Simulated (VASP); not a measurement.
**Si3S under changes of volume**

One of the cells (16.430 Å³/atom); the others are scaled copies at fixed shape and fractional positions:

```
CELL_PARAMETERS angstrom
-2.54221 2.54221 2.54221
2.54221 -2.54221 2.54221
2.54221 2.54221 -2.54221
ATOMIC_POSITIONS crystal
Si 0.00000 0.50000 0.50000
Si 0.50000 0.00000 0.50000
Si 0.50000 0.50000 0.00000
S 0.00000 0.00000 0.00000
```

The cell was built by a generator and needn't be a form met in nature.

| Property | Result |
| --- | --- |
| Program | VASP 6.6.1 |
| Functional | PBE |
| Potentials or basis | VASP PAW PBE potentials, release 64 (Si, S) |
| Cutoff | 520 eV |
| k mesh | 8 × 8 × 8 |
| Occupations | fermi-dirac, width 0.05 eV |
| Spin | no spin polarisation |

| volume (Å³/atom) | energy over the lowest point (meV/atom) | pressure (GPa) |
| --- | --- | --- |
| 15.141 | 18.96 | 7.1 |
| 15.463 | ? | ? |
| 15.785 | 0.50 | 2.1 |
| 16.430 | 0.00 | -1.8 |
| 16.752 | 5.35 | -3.5 |
| 17.074 | 13.92 | -5.0 |

Task: What does the run at 15.463 Å³/atom give?

Result: Energy over the lowest point 7.23 meV/atom; pressure 4.5 GPa.

Worked out: A Birch-Murnaghan fit of order 3 (a polynomial in V^(-2/3)) to the other rows has its minimum at 16.12 Å³/atom with B0 = V·E''(V) = 99 GPa and B' = 4.5. It gives 7.23 meV/atom at 15.463 Å³/atom, against the run's 7.23, and -dE/dV = 4.5 GPa, against 4.5.

Energies are extrapolated to zero smearing.
